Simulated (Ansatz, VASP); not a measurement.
# Sn: VASP beside Ansatz

One calculation is typed for both programs; each brings its own data sets. How far apart do they land? The cell is taken from a series of runs on this material, whose earlier steps may have relaxed, scaled, displaced or heated it; both programs get it as it stands.

Method: plane waves, with VASP 6.6.1 beside it; r2SCAN, in Ansatz 0.2.0.

### 1. Set-up

It takes space group Fd-3m (No. 227, cubic). The conventional cell has a = 6.467 Å, b = 6.467 Å, c = 6.467 Å, α = 90.00°, β = 90.00°, γ = 90.00°. Nearest to Sn lie 4 Sn at 2.80 Å.

As a file:

```xyz
2
Lattice="0.0000 3.2333 3.2333 3.2333 0.0000 3.2333 3.2333 3.2333 0.0000" Properties=species:S:1:pos:R:3 pbc="T T T"
Sn    3.2333    3.2333    3.2333
Sn    4.8500    4.8500    4.8500
```

### 2. VASP: single point, r2SCAN

With cell and atoms fixed, the geometry can't cause a difference; cores, projectors, grids and the points listed under the comparison can.

Lines of VASP's logs that name or quote its potential files are left out, and so is its time.

File INCAR:

```
SYSTEM = Sn
PREC = Accurate
ENCUT = 550
EDIFF = 1E-06
NELM = 120
ISMEAR = 0
SIGMA = 0.1
LREAL = .FALSE.
ALGO = Normal
METAGGA = R2SCAN
LASPH = .TRUE.
NBANDS = 20
LORBIT = 11
LWAVE = .FALSE.
LCHARG = .FALSE.
ISIF = 2
GGA_COMPAT = .FALSE.
LMIXTAU = .TRUE.
```

File POSCAR:

```
Sn
1.0
    0.0000000000      3.2333428000      3.2333428000
    3.2333428000      0.0000000000      3.2333428000
    3.2333428000      3.2333428000      0.0000000000
Sn
2
Direct
    0.5000000000      0.5000000000      0.5000000000
    0.7500000000      0.7500000000      0.7500000000
```

File KPOINTS:

```
Automatic mesh
0
Gamma
6 6 6
0 0 0
```

Potentials, in the order of the species: Sn_d (PBE family, release 64).

Launch:

```
$ mpirun -np 1 vasp_std
```

Numbers of over 12 decimals in the logs are rounded to 6 here.

The program printed:

```text
[banner, memory and clock lines left out]
running    1 mpi-ranks, on    1 nodes
 distrk:  each k-point on    1 cores,    1 groups
 distr:  one band on    1 cores,    1 groups

 POSCAR found type information on POSCAR Sn
 POSCAR found :  1 types and       2 ions
|                                                                             |
|               ----> ADVICE to this user running VASP <----                  |
|                                                                             |
|     You enforced a specific xc type in the INCAR file but a different       |
|     [... a line on the potential file left out ...]
|     I HOPE YOU KNOW WHAT YOU ARE DOING!                                     |
|                                                                             |

 LDA part: xc-table for (None), standard interpolation
 POSCAR, INCAR and KPOINTS ok, starting setup
 FFT: planning ... GRIDC
 FFT: planning ... GRID_SOFT
 FFT: planning ... GRID
 WAVECAR not read
 entering main loop
       N       E                     dE             d eps       ncg     rms          rms(c)
DAV:   1     0.179376022520E+03    0.17938E+03   -0.15840E+04   644   0.217E+03
DAV:   2    -0.306748274023E+02   -0.21005E+03   -0.20649E+03   644   0.448E+02
DAV:   3    -0.529268354896E+02   -0.22252E+02   -0.22135E+02   728   0.145E+02
DAV:   4    -0.536302871238E+02   -0.70345E+00   -0.70297E+00   716   0.289E+01
DAV:   5    -0.536574652268E+02   -0.27178E-01   -0.27177E-01   928   0.539E+00    0.502E+00
DAV:   6    -0.495198798034E+02    0.41376E+01   -0.13571E+00   684   0.198E+01    0.240E+00
DAV:   7    -0.490389833110E+02    0.48090E+00   -0.46790E-01   692   0.838E+00    0.929E-01
DAV:   8    -0.494839575942E+02   -0.44497E+00   -0.33545E-01   644   0.554E+00    0.363E-01
DAV:   9    -0.494311059431E+02    0.52852E-01   -0.20171E-02   708   0.122E+00    0.238E-01
DAV:  10    -0.494281969127E+02    0.29090E-02   -0.36395E-03   664   0.609E-01    0.199E-01
DAV:  11    -0.494346111246E+02   -0.64142E-02   -0.66620E-03   652   0.845E-01    0.349E-02
DAV:  12    -0.494400562474E+02   -0.54451E-02   -0.17183E-03   648   0.520E-01    0.195E-02
DAV:  13    -0.494408047704E+02   -0.74852E-03   -0.18501E-04   712   0.122E-01    0.131E-02
DAV:  14    -0.494414793626E+02   -0.67459E-03   -0.39121E-04   640   0.215E-01    0.390E-03
DAV:  15    -0.494415071642E+02   -0.27802E-04   -0.30641E-05   680   0.592E-02    0.292E-03
DAV:  16    -0.494415220041E+02   -0.14840E-04   -0.71507E-06   540   0.257E-02    0.316E-03
DAV:  17    -0.494415233035E+02   -0.12995E-05   -0.48952E-07   560   0.757E-03    0.299E-03
DAV:  18    -0.494415233165E+02   -0.12998E-07   -0.33739E-08   384   0.225E-03
   1 F= -.49441523E+02 E0= -.49441069E+02  d E =-.907793E-03
```

Parts of OUTCAR (step 2):

```text
ion  position               nearest neighbor table
   1  0.500  0.500  0.500-   2 2.80   2 2.80   2 2.80   2 2.80
   2  0.750  0.750  0.750-   1 2.80   1 2.80   1 2.80   1 2.80

  LATTYP: Found a face centered cubic cell.
 ALAT       =     6.4666856000

 Subroutine GETGRP returns: Found 48 space group operations
 (whereof 24 operations were pure point group operations)

The static configuration has the point symmetry T_d .
 The point group associated with its full space group is O_h .

 Found     16 irreducible k-points:

   k-points           NKPTS =     16   k-points in BZ     NKDIM =     16   number of bands    NBANDS=     20

   dimension x,y,z NGX =    36 NGY =   36 NGZ =   36
   dimension x,y,z NGXF=    72 NGYF=   72 NGZF=   72

   ENCUT  =  550.0 eV  40.42 Ry    6.36 a.u.   8.74  8.74  8.74*2*pi/ulx,y,z

   NELECT =      28.0000    total number of electrons

 k-points in reciprocal lattice and weights: Automatic mesh
   0.00000000  0.00000000  0.00000000       0.005
   0.16666667  0.00000000  0.00000000       0.037
   0.33333333  0.00000000  0.00000000       0.037
   0.50000000  0.00000000  0.00000000       0.019
   0.16666667  0.16666667  0.00000000       0.028
   0.33333333  0.16666667  0.00000000       0.111
   0.50000000  0.16666667  0.00000000       0.111
  -0.33333333  0.16666667  0.00000000       0.111
  -0.16666667  0.16666667  0.00000000       0.056
[...]
-0.33333333  0.33333333  0.16666667       0.111
  -0.33333333  0.50000000  0.16666667       0.056

 average (electrostatic) potential at core
       1-106.9103       2-106.9103

 E-fermi :   5.7297

 k-point     1 :       0.0000    0.0000    0.0000
  band No.  band energies     occupation
    ...
     11      -5.5061      2.00000
     12       5.4232      1.99999
     13       5.7062      1.25987
     14       5.7062      1.25986
     15       5.7062      1.25986
     16       7.9207      0.00000
     17       7.9207      0.00000
     18       7.9207      0.00000
     19      11.1126      0.00000
     20      13.9815      0.00000

 k-point     2 :       0.1667    0.0000    0.0000
  band No.  band energies     occupation
    ...
     10     -16.2772      2.00000
     11      -5.2213      2.00000
     12       2.8316      2.00000
     13       5.2307      2.00000
     14       5.2307      2.00000
     15       6.4367      0.00000
     16       8.5266      0.00000
     17       8.5266      0.00000
     18       9.3044      0.00000
     19      12.2345      0.00000
    ...

 k-point     3 :       0.3333    0.0000    0.0000
  band No.  band energies     occupation
    ...
     10     -16.2610      2.00000
     11      -4.4371      2.00000
     12       0.3314      2.00000
     13       4.6360      2.00000
     14       4.6360      2.00000
     15       6.0384      0.00001
     16       9.0494      0.00000
     17       9.0494      0.00000
     18      11.6904      0.00000
     19      12.2924      0.00000
    ...

  Total        0.9307026      0.9307026      0.9307026     -0.0000000      0.0000000      0.0000000
  in kB       22.0564818     22.0564818     22.0564818     -0.0000000      0.0000000      0.0000000
  external PRESSURE =      22.0564818 kB  Pullay stress =       0.0000000 kB

  energy-cutoff  :      550.00
  volume of cell :       67.61
      direct lattice vectors                 reciprocal lattice vectors
     0.000000000  3.233342800  3.233342800    -0.154638723  0.154638723  0.154638723
     3.233342800  0.000000000  3.233342800     0.154638723 -0.154638723  0.154638723
     3.233342800  3.233342800  0.000000000     0.154638723  0.154638723 -0.154638723

 POSITION                                       TOTAL-FORCE (eV/Angst)
 -----------------------------------------------------------------------------------
      3.23334      3.23334      3.23334         0.000000     -0.000000     -0.000000
      4.85001      4.85001      4.85001        -0.000000      0.000000      0.000000
 -----------------------------------------------------------------------------------
    total drift:                                0.000000      0.000000      0.000000

  FREE ENERGIE OF THE ION-ELECTRON SYSTEM (eV)
  ---------------------------------------------------
  free  energy   TOTEN  =       -49.4415233165 eV

  energy  without entropy=      -49.4406155232  energy(sigma->0) =      -49.44106942

 total charge
# of ion       s       p       d       tot
------------------------------------------
    1        1.120   1.298   9.966  12.384
    2        1.120   1.298   9.966  12.384
--------------------------------------------------
tot          2.241   2.596  19.932  24.769

[... 3 further parts left out ...]
```

The run ends at a pressure of 2.21 GPa.

### 3. Ansatz: single point, r2SCAN

Ansatz runs on its PAW soft_1 files.

The same cell, functional, mesh and smearing now go to Ansatz, which takes its cutoff from its data sets.

File input.yaml:

```yaml
crystal:
  lattice:
    - [0.0, 3.2333428, 3.2333428]
    - [3.2333428, 0.0, 3.2333428]
    - [3.2333428, 3.2333428, 0.0]
  atoms:
    - { symbol: Sn, position: [0.5, 0.5, 0.5] }
    - { symbol: Sn, position: [0.75, 0.75, 0.75] }
kpoints:
  mp_grid: { grid: [6, 6, 6] }
hamiltonian:
  xc: r2scan
  pseudopotentials: { kind: paw, azcp: { folder: soft_1 } }
scf:
  occupations: { method: gaussian, width: 0.1 }
output:
  forces: true
  stress: true
  eigenvalues: true
```

Launch:

```
$ ansatz run input.yaml --threads 4 --pin off --max-ram 10240MiB --backend cpu --events-out ev --progress --plain --runs-dir out
```

The program printed:

```text
Engine: ansatz 0.2.0, x86_64-unknown-linux-gnu
Pseudopotentials: kind: paw
Pseudopotential: Sn, paw, valence charge 14, recommended cutoff 500 eV (meta_gga), soft_1/Sn.paw.azcp
Functional definition: r2SCAN
  parameter k0 = 0.174
  parameter k1 = 0.065
  parameter a1 = 4.9479
  exchange = r2scan_x(k0 = k0, k1 = k1, a1 = a1)
  correlation = r2scan_c
Crystal: 2 atoms, lattice volume = 67.606 Å³
Basis set: ecut = 500 eV, 1759 PW (Γ), exchange–correlation on 144×144×144 points (64 copies of the dense FFT grid, shifted against one another)
Bands: 18, of which v1, the nominal top of the filled ones, is band 14 counted from 1 (13 counted from 0)
Symmetry: 48 space group operations
Space group: Fd-3m (ITA 227), of the structure as read, at distance tolerance 4.1e-5 Å
k-points: 16 of 216
Non-local potential: Sn, projectors of the file, l = 0: 2, l = 1: 2, l = 2: 2, l = 3: 1
PAW form: soft (Blöchl's): semilocal exchange-correlation on the pseudo side does not see the compensation charge
PAW frozen core: Sn, regenerated for the run's functional (the file was generated under x = pbe(κ = 0.804, μ = 0.219515), c = pbe(β = 0.066725))
PAW one-centre angular grid: Sn, 590 points (default); XC on 160 Gauss nodes
Initial density: superposition of atomic densities (chi_scale 0.1, normalization cell)
Initial wavefunctions: pseudopotential atomic-orbital guess
Functional: x = r2scan, c = r2scan; τ floored in thin density (d = 2e-4 eV/Å³)
iter 1 solved again at ethr=1.23e-3 eV; its pass at ethr=3.10e-3 eV (dr2=3.45e-1 eV) is discarded
SCF iter   1: F=—  HF=-12077.280861 eV  |F-HF|=—  |Δ(HF+E_count)|=         —  Δρ=2.28e-2  dr2=3.47e-1  dr2_τ=5.05e-3  ethr=1.23e-3  ⟨swp⟩=1.0  Hψ=1977  notcnv=0
preconditioner: auto → Kerker (q_TF=auto, 2.356 Å⁻¹)  [metal: Δε(μ)=0.098 eV  Ē_g=20.982 eV  σ=0.100 eV  W_gap=0.44  n_scr=14 (ndim 8)  ℏωp=23.9 eV  f_vac=0.004  D(μ)=0.25/eV (n_scr^D=0)]
SCF iter   2: F=—  HF=-12077.330541 eV  |F-HF|=—  |Δ(HF+E_count)|=   4.97e-2  Δρ=1.56e-2  dr2=1.80e-1  dr2_τ=1.19e-3  ethr=1.23e-3  ⟨swp⟩=1.9  Hψ=330  notcnv=0
preconditioner: auto → none  [insulator: Δε(μ)=0.140 eV  Ē_g=21.052 eV  σ=0.100 eV  W_gap=0.56  n_scr=14 (ndim 8)  ℏωp=23.9 eV  f_vac=0.008  D(μ)=0.20/eV (n_scr^D=0)  ε∞_Penn≈2.3]
SCF iter   3: F=—  HF=-12077.354355 eV  |F-HF|=—  |Δ(HF+E_count)|=   2.38e-2  Δρ=2.45e-3  dr2=4.65e-3  dr2_τ=5.96e-5  ethr=6.43e-4  ⟨swp⟩=2.9  Hψ=413  notcnv=0
SCF iter   4: F=—  HF=-12077.354995 eV  |F-HF|=—  |Δ(HF+E_count)|=   6.40e-4  Δρ=5.30e-4  dr2=2.10e-4  dr2_τ=3.72e-6  ethr=1.66e-5  ⟨swp⟩=2.0  Hψ=460  notcnv=0
SCF iter   5: F=—  HF=-12077.355082 eV  |F-HF|=—  |Δ(HF+E_count)|=   8.77e-5  Δρ=1.02e-4  dr2=5.33e-6  dr2_τ=1.66e-7  ethr=7.50e-7  ⟨swp⟩=2.0  Hψ=514  notcnv=0
SCF iter   6: F=—  HF=-12077.355086 eV  |F-HF|=—  |Δ(HF+E_count)|=   3.57e-6  Δρ=1.76e-5  dr2=1.03e-7  dr2_τ=1.62e-9  ethr=1.90e-8  ⟨swp⟩=3.0  Hψ=518  notcnv=0
SCF iter   7: F=-12077.355086 eV  HF=-12077.355086 eV  |F-HF|=1.76e-9  |Δ(HF+E_count)|=   1.23e-7  Δρ=2.26e-6  dr2=1.76e-9  dr2_τ=3.93e-11  ethr=3.57e-10  ⟨swp⟩=6.8  Hψ=1313  notcnv=0
SCF 1 converged in 7 iterations: F = -12077.355086 eV  dr2 = 1.76e-9
  greatest PAW one-centre occupation: 0.989 electrons in one spin orbital (limit 2), on the Sn atom at site 1 (counted from 0), in its partial waves of l = 2
SCF converged after 7 iterations
Free energy (F): -12077.355086 eV
Harris-Foulkes:  -12077.355086 eV  (|F-HF|=1.76e-9)
Internal energy: -12077.354187 eV  (E = F + TS)
E sigma→0 (E₀):  -12077.354636 eV
Entropy (-TS):   -0.000899 eV (-0.450 meV/atom)
Fermi energy:    7.994425 eV
--- Per-component energies (eV) ---
  E_band       = -261.692188
  E_kinetic    = 335.510205
  E_local      = -2605.423453  (includes V_loc(G=0)·N_el)
  E_nonlocal   = 289.295044
  E_hartree    = 1273.563008
  E_xc         = -229.836959
  E_vxc        = -169.396282  (∫ρ·V_xc dr)
  E_paw        = -8790.910187  (= ΣΔE_a)
  E_vpaw       = -669.888014  (= ΣTr[D̂ρ^β])
  E_aug_tail   = 0.000189  (compensation charges beyond the density's cutoff)
  E_vtau       = 11.083969  (kinetic-family band-sum trace: ∫τ·v_τ [+ j·A + Jᵃ·Aᵃ] dr)
  E_ewald      = -2351.022677
  E_core_change = 1.470642  (= ΣΔE_core)
  E_smearing   = -0.000899  (= −TS)
  E_closure    = -0.000000  (closes the sum)
  Σ components = -12077.355086   (vs F -12077.355086, Δ=0.00e0)
--- Forces (eV/Å), atoms counted from 1 ---
  atom   1  Sn     0.00000000    -0.00000000     0.00000000
  atom   2  Sn     0.00000000    -0.00000000     0.00000000
  max |Σ_I F_I| component: 1.11e-16 eV/Å
--- Stress (GPa, compression-positive) ---
        2.307829       0.000000      -0.000000
        0.000000       2.307829      -0.000000
        0.000000      -0.000000       2.307829
  P = ⅓ Tr σ = 2.3078 GPa (23.078 kbar)
--- Band table (eV; the first three rows and the last of 16) ---
  k-point 0: bands = [... 10 lower, -3.2403, 7.6895, 7.9706, 7.9706, 7.9706, 10.1847, 10.1847, 10.1847]
  k-point 1: bands = [... 10 lower, -2.9555, 5.0972, 7.4947, 7.4947, 8.7017, 10.7906, 10.7906, 11.5678]
  k-point 2: bands = [... 10 lower, -2.1714, 2.5966, 6.8994, 6.8994, 8.3043, 11.3139, 11.3139, 13.9477]
  k-point 15: bands = [... 10 lower, 0.1194, 0.1194, 4.7820, 4.7820, 10.4128, 10.4128, 13.6440, 13.6440]
```

The run ends at a pressure of 2.31 GPa.

### 4. Differences

Known differences besides the potentials themselves: VASP keeps PBE cores, Ansatz makes them for the functional; the cutoff is 500 eV in Ansatz and 550 eV in VASP. Total energies have different zeros and are not compared.

The two programs side by side:

```
      quantity  Ansatz  VASP  difference
pressure (GPa)    2.31  2.21       +0.10
```

### 5. Outcome

- difference in pressure (single point, r2SCAN): 0.10 GPa

What this shows: The difference in pressure is 0.10 GPa (single point, r2SCAN), within the 1 GPa picked in this series as the mark of a large difference. How closely two codes agree says nothing of how well the functional describes the real material.

[Lines on the potential files, build, host, timing and source positions are cut from VASP's logs without a mark.]

[Logs are printed without paths, hosts, clocks, repeated set-up lines and the standing remarks that a program may print on its own settings, such as how far it seeks lower states.]

[Hosts, paths, dates, database ids (printed as entryN), source tags and the programs' standing remarks are cut or masked in the printed files.]
